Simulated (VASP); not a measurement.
Consider the following.

```
CELL_PARAMETERS angstrom
      0.00000     2.57101     2.57101
      2.57101     0.00000     2.57101
      2.57101     2.57101     0.00000
ATOMIC_POSITIONS crystal
  Li 0.00000 0.00000 0.00000
  Cl 0.50000 0.50000 0.50000
```

All values below come from r2SCAN meta-GGA, VASP's PBE PAW potentials (set 64) (plane waves; VASP). Numerical set-up: 520 eV cut-off, 9×9×9 Γ-centred mesh, Gaussian smearing of 0.050 eV, potentials Li_sv Cl.

### Question
Give the stress tensor in GPa (positive for a compressed cell).

### Answer

```
-1.12   0.00   0.00
 0.00  -1.12   0.00
 0.00   0.00  -1.12
```
The pressure is its mean diagonal, -1.12 GPa.

The compound is LiCl in the rock salt structure. This cell is one point of a volume scan, at 1.03 of the reference volume.
